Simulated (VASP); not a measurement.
Consider the following.

```
Al3Cu
1.0
    3.89100     0.00000     0.00000
    0.00000     3.89100     0.00000
    0.00000     0.00000     3.89100
Cu Al
1 3
Direct
  0.00000   0.00000   0.00000
  0.50000   0.50000   0.00000
  0.50000   0.00000   0.50000
  0.00000   0.50000   0.50000
```

The numbers are results of PBEsol GGA, VASP's PBE PAW potentials (set 64) (plane waves; VASP), not measurements. Run with 400 eV cut-off, Gaussian smearing of 0.050 eV, potentials Cu Al.

### Question
Give the energies of bands 1 to 13 at the high-symmetry points, in eV from the Fermi level.

### Answer

```json
[
 {"band": "1", "Γ": "-11.30", "X": "-9.12", "M": "-7.30", "R": "-5.37"},
 {"band": "2", "Γ": "-4.38", "X": "-8.62", "M": "-6.47", "R": "-5.37"},
 {"band": "3", "Γ": "-4.38", "X": "-4.14", "M": "-6.47", "R": "-5.37"},
 {"band": "4", "Γ": "-3.65", "X": "-4.05", "M": "-6.02", "R": "-5.03"},
 {"band": "5", "Γ": "-3.65", "X": "-4.05", "M": "-3.88", "R": "-4.04"},
 {"band": "6", "Γ": "-3.65", "X": "-3.61", "M": "-3.88", "R": "-4.04"},
 {"band": "7", "Γ": "-2.44", "X": "-3.44", "M": "-3.44", "R": "-4.04"},
 {"band": "8", "Γ": "-2.44", "X": "0.23", "M": "-3.36", "R": "-3.43"},
 {"band": "9", "Γ": "-2.44", "X": "0.23", "M": "-3.10", "R": "-3.43"},
 {"band": "10", "Γ": "-0.61", "X": "0.32", "M": "1.32", "R": "-2.50"},
 {"band": "11", "Γ": "0.50", "X": "0.32", "M": "2.98", "R": "-1.92"},
 {"band": "12", "Γ": "0.50", "X": "0.69", "M": "2.98", "R": "-1.92"},
 {"band": "13", "Γ": "6.48", "X": "1.99", "M": "3.31", "R": "-1.92"}
]
```

It has no gap at this level: it comes out as a metal or semimetal.

The structure was generated: Al3Cu was put into an ordered model structure (Pm-3m), which need not be its known phase. It was relaxed first.
